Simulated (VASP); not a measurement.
Energy against volume of KI (rock salt). Level of theory: vdW-DF-cx, VASP's PBE PAW potentials (set 64) (plane waves; VASP). Settings: 520 eV cut-off, 7×7×7 Γ-centred mesh, Gaussian smearing of 0.050 eV, potentials K_sv I.

```tsv
V (Å³/atom)	E (eV/atom)
42.849	-0.72722
44.174	-0.72858
45.499	-0.72714
46.825	-0.72336
```

Task: Fit these four points and predict the energy of the run at 41.524 Å³/atom.

Result: A cubic in V^(−2/3), the third-order Birch-Murnaghan form, passes through the four points with V0 = 44.12 Å³/atom and B0 = 11 GPa, and gives -0.7225 eV/atom there. The run gave -0.7225 eV/atom, -0.0 meV/atom from the fit; all five points give B0 = 11 GPa.

The compound is KI in the rock salt structure. It was relaxed first.
